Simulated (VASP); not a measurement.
Here is a VASP 6.6.1 calculation.

Contents of INCAR:

```
PREC = Accurate
ENCUT = 600
EDIFF = 1E-6
ISMEAR = -1
SIGMA = 0.05
LREAL = F
LASPH = T
NELM = 120
ALGO = Normal
ISIF = 3
LWAVE = F
LCHARG = F
ISPIN = 2
MAGMOM = 0 1 0 0 0
LORBIT = 11
LMAXMIX = 4
GGA = MK
LUSE_VDW = T
AGGAC = 0.0
PARAM1 = 0.1234
PARAM2 = 0.711357
ZAB_VDW = -1.8867
IBRION = 2
NSW = 60
EDIFFG = -0.01
```

Contents of KPOINTS:

```
Automatic mesh
0
Gamma
  5 5 5
```

The input POSCAR:

```
CdNiSe3
1.0
    4.7673800000      0.0000000000      0.0000000000
    0.0000000000      4.7673800000      0.0000000000
    0.0000000000      0.0000000000      4.7673800000
Cd Ni Se
1 1 3
Direct
    0.5000000000      0.5000000000      0.5000000000
    0.0000000000      0.0000000000      0.0000000000
    0.5000000000      0.0000000000      0.0000000000
    0.0000000000      0.5000000000      0.0000000000
    0.0000000000      0.0000000000      0.5000000000
```

Potentials or basis: VASP PAW PBE potentials, release 64 (Cd, Ni, Se).

The run is started by

```bash
$ cat potpaw_PBE.64/Cd/POTCAR potpaw_PBE.64/Ni/POTCAR potpaw_PBE.64/Se/POTCAR > POTCAR
$ mpirun -np 1 vasp_std > vasp.out
```

Q: What does it give for the space group after relaxing (to 0.05 Å)?

A: Pm-3m (No. 221).

Q: Estimate the relaxed cell.

A: a = 4.740 Å, b = 4.740 Å, c = 4.740 Å, α = 90.00°, β = 90.00°, γ = 90.00°.

Q: Predict the relaxed volume.

A: 21.29 Å³/atom.

Q: Predict the net moment.

A: 0.00 μB per cell.

Final structure:
```yaml
crystal:
  lattice:
    - [4.73962, 0.00000, 0.00000]
    - [0.00000, 4.73962, 0.00000]
    - [0.00000, 0.00000, 4.73962]
  atoms:
    - { symbol: Cd, position: [0.50000, 0.50000, 0.50000] }
    - { symbol: Ni, position: [0.00000, 0.00000, 0.00000] }
    - { symbol: Se, position: [0.50000, 0.00000, 0.00000] }
    - { symbol: Se, position: [0.00000, 0.50000, 0.00000] }
    - { symbol: Se, position: [0.00000, 0.00000, 0.50000] }
```

Caveat: the PAW data sets were made with another functional, which shifts forces and pressure a little.
